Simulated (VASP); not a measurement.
Method: PBE GGA, VASP's PBE PAW potentials (set 64) (plane waves; VASP).

VASP ran on this input.

File POSCAR:
```
YB
5.5596510
  0.3539297701  -0.9352720162   0.0000000000
  0.3539297701   0.9352720162   0.0000000000
  0.0000000000   0.0000000000   0.6974966594
B Y
2 2
Cartesian
  0.3539297701  -0.1197148181   0.1743741649
  0.3539297701   0.1197148181   0.5231224946
  0.3539297701  -0.6635754955   0.1743741649
  0.3539297701   0.6635754955   0.5231224946
```

**INCAR**
```
! general
SYSTEM    =  YB
PREC      =  Accurate
ENCUT     =  520   ! plane-wave cut-off (eV)
LREAL     =  .FALSE.   ! projection in real space or not
LASPH     =  .TRUE.   ! aspherical one-centre terms
KSPACING  =  0.5
KGAMMA    =  .FALSE.

! electronic loop
EDIFF     =  1E-6   ! SCF stop (eV)
NELM      =  100
ALGO      =  Normal   ! blocked Davidson
LMAXMIX   =  4   ! l cut-off of mixed one-centre charges

! smearing
ISMEAR    =  1   ! Methfessel-Paxton
SIGMA     =  0.1

! functional
GGA       =  PE   ! PBE

! ions
ISIF      =  2   ! forces and stress, cell fixed

! output
LWAVE     =  .FALSE.
LCHARG    =  .FALSE.
```

POTCAR, in this order: B Y_sv (PBE.64 set). Program: vasp_std.

Gaps are read on the run's mesh, which can miss a band edge.

Task: Estimate the energy per atom (σ→0), pressure, largest force, band gap (on the k-mesh).

Result: 
* **energy per atom (σ→0)**: -6.512 eV/atom
* **band gap (on the k-mesh)**: none (metal, semimetal or under 0.01 eV)
* **pressure**: -13.61 GPa
* **largest force**: 1.375 eV/Å

OSZICAR:
```
...
DAV:   8    -0.260583097189E+02   -0.83078E-02   -0.24577E-01   492   0.324E+00    0.226E+00
DAV:   9    -0.260501436619E+02    0.81661E-02   -0.73760E-02   554   0.118E+00    0.543E-01
DAV:  10    -0.260504659281E+02   -0.32227E-03   -0.39513E-03   562   0.366E-01    0.299E-01
DAV:  11    -0.260504581690E+02    0.77591E-05   -0.80770E-04   528   0.205E-01    0.787E-02
DAV:  12    -0.260504729619E+02   -0.14793E-04   -0.92704E-05   658   0.700E-02    0.318E-02
DAV:  13    -0.260504718262E+02    0.11356E-05   -0.29618E-06   416   0.143E-02    0.186E-02
DAV:  14    -0.260504710015E+02    0.82470E-06   -0.27955E-06   398   0.116E-02
   1 F= -.26050471E+02 E0= -.26049584E+02  d E =-.266183E-02
```

The structure was generated: YB was put into the CrB type (Cmcm), which need not be its known phase. The cell was not relaxed at this level. The run is one of a series of settings (KGAMMA = .FALSE., KSPACING = 0.5, KPOINTS file removed against the base run), some of them coarse on purpose.
